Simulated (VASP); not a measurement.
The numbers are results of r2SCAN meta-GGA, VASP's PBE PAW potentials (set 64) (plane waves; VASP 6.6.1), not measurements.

VASP ran on this input.

INCAR:
```
! general
SYSTEM =CdSe
PREC   =Accurate
ENCUT  =480   ! plane-wave cut-off (eV)
LREAL  =.False.
LASPH  =.True.

! electronic loop
EDIFF  =1E-7   ! SCF stop (eV)
NELM   =100   ! most electronic steps
ALGO   =Normal
LMAXMIX=4   ! l cut-off of mixed one-centre charges
LMIXTAU=.True.

! smearing
ISMEAR =0   ! Gaussian
SIGMA  =0.05

! functional
METAGGA=R2SCAN

! ions
ISIF   =2

! output
LWAVE  =.False.
LCHARG =.False.
```

File POSCAR:
```
CdSe
4.2993280
  0.0000000000   0.7017434320   0.7124298802
  0.7124298802   0.0000000000   0.7124298802
  0.7124298802   0.7017434320   0.0000000000
Cd Se
1 1
direct
  0.0000000000   0.0000000000   0.0000000000
  0.2500000000   0.2500000000   0.2500000000
```

### KPOINTS
```
Automatic
0
gamma
8 8 8
0 0 0
```

POTCAR, in this order: Cd Se (PBE.64 set). Program: vasp_std.

Output

File OUTCAR:
```
 ion  position               nearest neighbor table
   1  0.000  0.000  0.000-   2 2.64   2 2.64   2 2.64   2 2.64
   2  0.250  0.250  0.250-   1 2.64   1 2.64   1 2.64   1 2.64
  LATTYP: Found a body centered tetragonal cell.
 ALAT       =     4.3316933358
 C/A-ratio  =     1.3930003589
 Subroutine PRICEL returns:
 Original cell was already a primitive cell.
 Subroutine GETGRP returns: Found  8 space group operations
The static configuration has the point symmetry D_2d.
The dynamic configuration has the point symmetry D_2d.
 Subroutine INISYM returns: Found  8 space group operations
 Subroutine IBZKPT returns following result:
 Found     59 irreducible k-points:

 Following reciprocal coordinates:
            Coordinates               Weight
  0.000000  0.000000  0.000000      1.000000
  0.125000  0.000000  0.000000      8.000000
  0.250000  0.000000  0.000000      8.000000
  0.375000  0.000000  0.000000      8.000000
  0.500000  0.000000  0.000000      4.000000
  0.125000  0.125000  0.000000      4.000000
  0.250000  0.125000  0.000000     16.000000
  0.375000  0.125000  0.000000     16.000000
  0.500000  0.125000  0.000000     16.000000
 -0.375000  0.125000  0.000000     16.000000
 -0.250000  0.125000 -0.000000     16.000000
 -0.125000  0.125000  0.000000      8.000000
  0.250000  0.250000  0.000000      4.000000
  0.375000  0.250000  0.000000     16.000000
  0.500000  0.250000  0.000000     16.000000
 -0.375000  0.250000  0.000000     16.000000
 -0.250000  0.250000  0.000000      8.000000
  0.375000  0.375000  0.000000      4.000000
  0.500000  0.375000 -0.000000     16.000000
 -0.375000  0.375000 -0.000000      8.000000
  0.500000  0.500000  0.000000      2.000000
  0.125000  0.000000  0.125000      2.000000
  0.250000  0.000000  0.125000      8.000000
...
```

OSZICAR:
```
       N       E                     dE             d eps       ncg     rms          rms(c)
DAV:   1     0.741742514571E+02    0.74174E+02   -0.86928E+03  1566   0.119E+03
DAV:   2    -0.360973943573E+02   -0.11027E+03   -0.10546E+03  1739   0.288E+02
DAV:   3    -0.407631138789E+02   -0.46657E+01   -0.46537E+01  1809   0.626E+01
DAV:   4    -0.407864707440E+02   -0.23357E-01   -0.23354E-01  1734   0.447E+00
DAV:   5    -0.407866178969E+02   -0.14715E-03   -0.14715E-03  1744   0.319E-01    0.618E+00
DAV:   6    -0.358267751303E+02    0.49598E+01   -0.38225E+00  1544   0.307E+01    0.809E+00
DAV:   7    -0.358536919485E+02   -0.26917E-01   -0.37330E-01  1544   0.782E+00    0.447E+00
DAV:   8    -0.357886373698E+02    0.65055E-01   -0.35852E-01  1554   0.536E+00    0.772E-01
DAV:   9    -0.359058085528E+02   -0.11717E+00   -0.10550E-01  1559   0.306E+00    0.540E-01
DAV:  10    -0.358943796319E+02    0.11429E-01   -0.10650E-02  1569   0.106E+00    0.322E-01
DAV:  11    -0.359084287857E+02   -0.14049E-01   -0.14673E-02  1549   0.127E+00    0.907E-02
DAV:  12    -0.359093706161E+02   -0.94183E-03   -0.11680E-03  1729   0.365E-01    0.102E-01
DAV:  13    -0.359094281269E+02   -0.57511E-04   -0.40651E-04  1564   0.232E-01    0.170E-02
DAV:  14    -0.359098362843E+02   -0.40816E-03   -0.22666E-04  1544   0.174E-01    0.501E-03
DAV:  15    -0.359098397863E+02   -0.35020E-05   -0.19946E-05  1789   0.438E-02    0.332E-03
DAV:  16    -0.359098410267E+02   -0.12404E-05   -0.17624E-05  1554   0.429E-02    0.339E-03
DAV:  17    -0.359098445241E+02   -0.34975E-05   -0.24454E-06  1574   0.184E-02    0.716E-04
DAV:  18    -0.359098475484E+02   -0.30243E-05   -0.14623E-06  1589   0.160E-02    0.302E-04
DAV:  19    -0.359098474955E+02    0.52926E-07   -0.31187E-08  1107   0.201E-03
   1 F= -.35909847E+02 E0= -.35909847E+02  d E =-.100904E-14
```

OUTCAR:
```
------------------------ aborting loop because EDIFF is reached ----------------------------------------
  FORCE on cell =-STRESS in cart. coord.  units (eV):
  Direction    XX          YY          ZZ          XY          YZ          ZX
  --------------------------------------------------------------------------------------
  Total        0.4134951      0.4945370      0.4134951     -0.0000000     -0.0000000      0.0000000
  in kB       11.7027148     13.9963580     11.7027148     -0.0000000     -0.0000000      0.0000000
  external PRESSURE =      12.4672625 kB  Pullay stress =       0.0000000 kB
  volume of cell :       56.61
      direct lattice vectors                 reciprocal lattice vectors
     0.000000000  3.017025186  3.062969732    -0.163240268  0.165726160  0.163240268
     3.062969732  0.000000000  3.062969732     0.163240268 -0.165726160  0.163240268
     3.062969732  3.017025186  0.000000000     0.163240268  0.165726160 -0.163240268
  FREE ENERGIE OF THE ION-ELECTRON SYSTEM (eV)
  ---------------------------------------------------
  free  energy   TOTEN  =       -35.9098474955 eV

  energy  without entropy=      -35.9098474955  energy(sigma->0) =      -35.90984750
```
(Selected blocks of OUTCAR.)

OUTCAR:
```
 val. band max:        0.6238765151   @ k =   0.0000   0.0000   0.0000

 cond. band min:       1.6645430041   @ k =   0.0000   0.0000   0.0000


 Fermi energy:         0.8724898656

 k-point     1 :       0.0000    0.0000    0.0000
  band No.  band energies     occupation
      1     -12.3903      2.00000
      2      -7.5541      2.00000
      3      -7.5541      2.00000
      4      -7.5473      2.00000
      5      -7.1585      2.00000
      6      -7.1553      2.00000
      7       0.5773      2.00000
      8       0.5773      2.00000
      9       0.6239      2.00000
     10       1.6645      0.00000
     11       7.0651      0.00000
     12       7.0703      0.00000
     13       7.0703      0.00000

 k-point     2 :       0.1250    0.0000    0.0000
  band No.  band energies     occupation
      1     -12.3362      2.00000
      2      -7.5364      2.00000
      3      -7.5320      2.00000
      4      -7.5000      2.00000
      5      -7.1588      2.00000
      6      -7.1565      2.00000
      7      -0.5306      2.00000
      8       0.4500      2.00000
      9       0.4872      2.00000
     10       2.5875      0.00000
     11       6.8155      0.00000
     12       7.2705      0.00000
     13       7.2805      0.00000

 k-point     3 :       0.2500    0.0000    0.0000
  band No.  band energies     occupation
      1     -12.2043      2.00000
      2      -7.4976      2.00000
      3      -7.4922      2.00000
      4      -7.3280      2.00000
      5      -7.1545      2.00000
      6      -7.1544      2.00000
      7      -2.0269      2.00000
      8       0.1674      2.00000
      9       0.2174      2.00000
     10       3.3349      0.00000
     11       6.9963      0.00000
     12       7.5514      0.00000
     13       7.6139      0.00000

 k-point     4 :       0.3750    0.0000    0.0000
  band No.  band energies     occupation
      1     -12.0709      2.00000
      2      -7.4665      2.00000
      3      -7.4597      2.00000
...
```

The compound is CdSe in the zinc blende structure, whereas wurtzite is the usual form. This cell was strained or had an atom moved on purpose.
